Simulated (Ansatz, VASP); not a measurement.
# Li2ZnCl4 (Li2ZnCl4 (Fd-3m)): VASP beside Ansatz, part 2 of 2

Wanted: the spread between two codes on one cell, functional and k mesh. The structure shown is the end of the VASP relaxation below.

VASP 6.6.1 and Ansatz 0.2.0.

So far: The structure; VASP: relaxation, PBEsol.

### Step 3. Ansatz: single point, PBEsol

Level of this step: Ansatz beside VASP: Kohn-Sham DFT, plane waves, PBEsol (Ansatz).

Ansatz runs on its default PAW (the set named soft_2) files.

The same cell, functional, mesh and smearing now go to Ansatz, which takes its cutoff from its data sets.

Contents of input.yaml:

```yaml
crystal:
  lattice:
    - [0.0, 5.11829029, 5.11829029]
    - [5.11829029, 0.0, 5.11829029]
    - [5.11829029, 5.11829029, 0.0]
  atoms:
    - { symbol: Li, position: [0.625, 0.625, 0.125] }
    - { symbol: Li, position: [0.625, 0.125, 0.625] }
    - { symbol: Li, position: [0.625, 0.625, 0.625] }
    - { symbol: Li, position: [0.125, 0.625, 0.625] }
    - { symbol: Zn, position: [0.0, 0.0, 0.0] }
    - { symbol: Zn, position: [0.25, 0.25, 0.25] }
    - { symbol: Cl, position: [0.86508062, 0.37830646, 0.37830646] }
    - { symbol: Cl, position: [0.87169354, 0.87169354, 0.87169354] }
    - { symbol: Cl, position: [0.37830646, 0.37830646, 0.37830646] }
    - { symbol: Cl, position: [0.38491938, 0.87169354, 0.87169354] }
    - { symbol: Cl, position: [0.87169354, 0.38491938, 0.87169354] }
    - { symbol: Cl, position: [0.87169354, 0.87169354, 0.38491938] }
    - { symbol: Cl, position: [0.37830646, 0.86508062, 0.37830646] }
    - { symbol: Cl, position: [0.37830646, 0.37830646, 0.86508062] }
hamiltonian:
  xc: pbesol
  pseudopotentials: { kind: paw }
kpoints:
  mp_grid: { grid: [3, 3, 3] }
scf:
  occupations: { method: gaussian, width: 0.05 }
  n_extra_bands: 7
output:
  forces: true
  stress: true
  eigenvalues: true
```

Run with:

```console
$ ansatz run input.yaml --threads 8 --pin off --max-ram 18432MiB --backend cpu --events-out ev --progress --plain --runs-dir out
```

Numbers of over 12 decimals in the logs are rounded to 6 here.

Log:

```text
scf.n_extra_bands = 7 over 46 filled bands (N_el = 92.0): the run solves 53 bands
Engine: ansatz 0.2.0, aarch64-unknown-linux-gnu
Pseudopotentials: kind: paw
Pseudopotential: Li, paw, valence charge 3, recommended cutoff 420 eV (normal), Li.paw.azcp
Pseudopotential: Zn, paw, valence charge 12, recommended cutoff 420 eV (normal), Zn.paw.azcp
Pseudopotential: Cl, paw, valence charge 7, recommended cutoff 420 eV (normal), Cl.paw.azcp
Functional definition: PBEsol
  exchange = pbesol_x
  correlation = pbesol_c
Crystal: 14 atoms, lattice volume = 268.167 Å³
Basis set: ecut = 420 eV, 5209 PW (Γ), exchange–correlation on 100×100×100 points (8 copies of the dense FFT grid, shifted against one another)
Bands: 53, of which v1, the nominal top of the filled ones, is band 46 counted from 1 (45 counted from 0)
Symmetry: 48 space group operations
Space group: Fd-3m (ITA 227), of the structure as read, at distance tolerance 6.4e-5 Å
k-points: 4 of 27
Non-local potential: Li, projectors of the file, l = 0: 3, l = 1: 2, l = 2: 1
Non-local potential: Zn, projectors of the file, l = 0: 2, l = 1: 2, l = 2: 3, l = 3: 1
Non-local potential: Cl, projectors of the file, l = 0: 2, l = 1: 2, l = 2: 2
PAW form: soft (Blöchl's): semilocal exchange-correlation on the pseudo side does not see the compensation charge
PAW frozen core: Zn, regenerated for the run's functional, and the local potential with it (the file was generated under x = pbe(κ = 0.804, μ = 0.219515), c = pbe(β = 0.066725))
PAW frozen core: Cl, regenerated for the run's functional, and the local potential with it (the file was generated under x = pbe(κ = 0.804, μ = 0.219515), c = pbe(β = 0.066725))
PAW one-centre angular grid: Li, 110 points (default); XC on 64 Gauss nodes
PAW one-centre angular grid: Zn, 590 points (default); XC on 64 Gauss nodes
PAW one-centre angular grid: Cl, 110 points (default); XC on 64 Gauss nodes
Initial density: superposition of atomic densities (neutral atoms: chi_scale 0, normalization atom), corrected by the library's trained network
Initial wavefunctions: pseudopotential atomic-orbital guess
Functional: x = pbesol(κ = 0.804, μ = 0.123457), c = pbesol(β = 0.046)
SCF iter   1: F=—  HF=-15881.701335 eV  |F-HF|=—  |Δ(HF+E_count)|=         —  Δρ=4.67e-3  dr2=6.65e-2  ethr=1.77e-3  ⟨swp⟩=10.8  Hψ=1027  notcnv=0  defer=1
preconditioner: auto → Resta (q_TF=auto, 2.283 Å⁻¹)  ε∞=4.3  [insulator: Δε(μ)=4.143 eV  Ē_g=11.467 eV  σ=0.050 eV  W_gap=1.00  n_scr=58 (ndim 8)  ℏωp=20.8 eV  f_vac=0.012  D(μ)=0.00/eV (n_scr^D=0)  ε∞_Penn≈4.3]
SCF iter   2: F=—  HF=-15881.680096 eV  |F-HF|=—  |Δ(HF+E_count)|=   2.12e-2  Δρ=1.76e-3  dr2=1.11e-2  ethr=7.23e-5  ⟨swp⟩=2.0  Hψ=402  notcnv=0  defer=4
SCF iter   3: F=—  HF=-15881.678276 eV  |F-HF|=—  |Δ(HF+E_count)|=   1.82e-3  Δρ=1.13e-3  dr2=2.19e-3  ethr=1.21e-5  ⟨swp⟩=2.0  Hψ=362  notcnv=0  defer=4
SCF iter   4: F=—  HF=-15881.677456 eV  |F-HF|=—  |Δ(HF+E_count)|=   8.20e-4  Δρ=3.56e-4  dr2=2.33e-4  ethr=2.39e-6  ⟨swp⟩=2.0  Hψ=330  notcnv=0  defer=4
SCF iter   5: F=—  HF=-15881.677611 eV  |F-HF|=—  |Δ(HF+E_count)|=   1.56e-4  Δρ=5.58e-5  dr2=9.65e-6  ethr=2.53e-7  ⟨swp⟩=2.8  Hψ=376  notcnv=0  defer=4
SCF iter   6: F=—  HF=-15881.677532 eV  |F-HF|=—  |Δ(HF+E_count)|=   7.91e-5  Δρ=1.65e-5  dr2=6.64e-7  ethr=1.05e-8  ⟨swp⟩=2.0  Hψ=372  notcnv=0  defer=4
SCF iter   7: F=-15881.677533 eV  HF=-15881.677533 eV  |F-HF|=7.40e-8  |Δ(HF+E_count)|=   9.74e-7  Δρ=3.48e-6  dr2=5.04e-8  ethr=1.09e-10  ⟨swp⟩=10.2  Hψ=946  notcnv=0
SCF 1 converged in 7 iterations: F = -15881.677533 eV  dr2 = 5.04e-8
  greatest PAW one-centre occupation: 0.999 electrons in one spin orbital (limit 2), on the Li atom at site 2 (counted from 0), in its partial waves of l = 0
SCF converged after 7 iterations
Free energy (F): -15881.677533 eV
Harris-Foulkes:  -15881.677533 eV  (|F-HF|=7.40e-8)
Internal energy: -15881.677533 eV  (E = F + TS)
E sigma→0 (E₀):  -15881.677533 eV
Fermi energy:    4.265757 eV
--- Per-component energies (eV) ---
  E_band       = -527.551659
  E_kinetic    = 1638.347638
  E_local      = -6608.282199  (includes V_loc(G=0)·N_el)
  E_nonlocal   = 1336.997908
  E_hartree    = 2532.469826
  E_xc         = -1160.835191
  E_vxc        = -1130.363749  (∫ρ·V_xc dr)
  E_paw        = -8801.769942  (= ΣΔE_a)
  E_vpaw       = -829.198011  (= ΣTr[D̂ρ^β])
  E_aug_tail   = -0.000009  (compensation charges beyond the density's cutoff)
  E_ewald      = -4820.827730
  E_core_change = 2.222167  (= ΣΔE_core)
  E_smearing   = -0.000000  (= −TS)
  E_closure    = -0.000000  (closes the sum)
  Σ components = -15881.677533   (vs F -15881.677533, Δ=0.00e0)
--- Forces (eV/Å), atoms counted from 1 ---
  atom   1  Li     0.00000000     0.00000000     0.00000000
  atom   2  Li     0.00000000    -0.00000000    -0.00000000
  atom   3  Li     0.00000000    -0.00000000     0.00000000
  atom   4  Li     0.00000000    -0.00000000     0.00000000
  atom   5  Zn    -0.00000000    -0.00000000     0.00000000
  atom   6  Zn    -0.00000000    -0.00000000     0.00000000
  atom   7  Cl     0.00601321    -0.00601321    -0.00601321
  atom   8  Cl    -0.00601321    -0.00601321    -0.00601321
  atom   9  Cl     0.00601321     0.00601321     0.00601321
  atom  10  Cl    -0.00601321     0.00601321     0.00601321
  atom  11  Cl     0.00601321    -0.00601321     0.00601321
  atom  12  Cl     0.00601321     0.00601321    -0.00601321
  atom  13  Cl    -0.00601321     0.00601321    -0.00601321
  atom  14  Cl    -0.00601321    -0.00601321     0.00601321
  max |Σ_I F_I| component: 4.51e-17 eV/Å
--- Stress (GPa, compression-positive) ---
       -0.029216       0.000000       0.000000
        0.000000      -0.029216       0.000000
        0.000000       0.000000      -0.029216
  P = ⅓ Tr σ = -0.0292 GPa (-0.292 kbar)
--- Band table (eV) ---
  k-point 0: bands = [... 42 lower, 1.9508, 2.1670, 2.1670, 2.1670, 6.3639, 6.4849, 8.7558, 8.7558, ... 3 higher]
  k-point 1: bands = [... 42 lower, 1.9005, 1.9005, 2.0920, 2.0920, 7.1197, 7.2497, 9.1306, 9.1306, ... 3 higher]
  k-point 2: bands = [... 42 lower, 1.8518, 1.8518, 1.9136, 1.9492, 7.5486, 7.6556, 9.1473, 9.5799, ... 3 higher]
  k-point 3: bands = [... 42 lower, 1.6388, 1.6450, 1.6866, 2.0772, 7.9178, 7.9310, 9.1864, 9.8102, ... 3 higher]
```

Run time: 0.76 s. Hardware: 8 threads of Arm Neoverse V2, shared host; peak memory 0.66 GiB.

The run ends at a pressure of -0.03 GPa, with forces up to 0.010 eV/Å.

### Step 4. Side by side

Known differences besides the potentials themselves: the data sets hold 92 valence electrons in Ansatz (default PAW (the set named soft_2) files) and 84 in VASP; the cutoff is 420 eV in Ansatz and 360 eV in VASP (PREC = Accurate, projectors in real space); Ansatz makes its cores anew for this functional, VASP keeps those of its PBE data sets; VASP leaves aspherical gradient terms in its spheres out (LASPH is not set), Ansatz keeps them. Total energies have different zeros and are not compared.

The two programs side by side:

```tsv
quantity	Ansatz	VASP	difference
pressure (GPa)	-0.03	0.02	-0.05
gap on the k mesh (eV)	4.197	4.202	-0.005
```

At this near-relaxed geometry the largest component of a force difference is 4 meV/Å. A gap on the mesh is an upper bound, since the band edges may lie between its points. Ansatz's pressure holds a Pulay correction of 0.02 GPa; VASP's holds none.

### Step 5. Outcome

| Property | Result |
| --- | --- |
| difference in gap on the k mesh (single point, PBEsol) | -0.0047 eV |

**Reading.** The difference in gap on the k mesh is -0.0047 eV (single point, PBEsol), within the 0.08 eV picked in this series as the mark of a large difference. How closely two codes agree says nothing of how well the functional describes the real material.

[Lines on the potential files, build, host, timing and source positions are cut from VASP's logs without a mark.]

[Logs are printed without paths, hosts, clocks, repeated set-up lines and the standing remarks that a program may print on its own settings, such as how far it seeks lower states.]

[Hosts, paths, dates, database ids (printed as entryN), source tags and the programs' standing remarks are cut or masked in the printed files.]
